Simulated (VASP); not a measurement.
VASP ran on this input.

### POSCAR
```
FeAl
1.0
  2.8685339374   0.0000000000   0.0000000000
  0.0000000000   2.8685339374   0.0000000000
  0.0000000000   0.0000000000   2.8685339374
Al Fe
1 1
direct
  0.5000000000   0.5000000000   0.5000000000
  0.0000000000   0.0000000000   0.0000000000
```

### INCAR
```
SYSTEM=FeAl
ISMEAR=-5
LORBIT=11
ENCUT=520
ALGO=Normal
NEDOS=601
LCHARG=.True.
LWAVE=.False.
EDIFF=1E-7   ! SCF stop (eV)
NELM=100
ISIF=2
LMAXMIX=4   ! l cut-off of mixed one-centre charges
LASPH=.True.   ! aspherical one-centre terms
LREAL=.False.
GGA=91
PREC=Accurate
```

### KPOINTS
```
Automatic mesh
0
Gamma
14 14 14
0 0 0
```

POTCAR, in this order: Al Fe (PBE.64 set). Program: vasp_std.

Problem. Write an equivalent input for Quantum ESPRESSO's pw.x.

Solution. One equivalent input (not run):
```
&CONTROL
  calculation = 'scf'
  pseudo_dir = './pseudo'
  outdir = './out'
  tprnfor = .true.
  tstress = .true.
/
&SYSTEM
  ibrav = 0
  nat = 2
  ntyp = 2
  ecutwfc = 90
  occupations = 'tetrahedra'
  input_dft = 'pw91'
/
&ELECTRONS
  conv_thr = 7.3e-09
  electron_maxstep = 100
/
ATOMIC_SPECIES
  Al 26.982 Al.upf
  Fe 55.845 Fe.upf
CELL_PARAMETERS angstrom
     2.8685339    0.0000000    0.0000000
     0.0000000    2.8685339    0.0000000
     0.0000000    0.0000000    2.8685339
ATOMIC_POSITIONS crystal
  Al   0.5000000  0.5000000  0.5000000
  Fe   0.0000000  0.0000000  0.0000000
K_POINTS automatic
  14 14 14 0 0 0
```
What does not carry over: the potentials are each code's own (VASP's PAW set, PseudoDojo norm-conserving files in pw.x), so ENCUT and ecutwfc are chosen apart and not converted; conv_thr bounds pw.x's estimated SCF error, while EDIFF bounds the energy change between steps.

The compound is FeAl in the CsCl type structure. It was relaxed first.
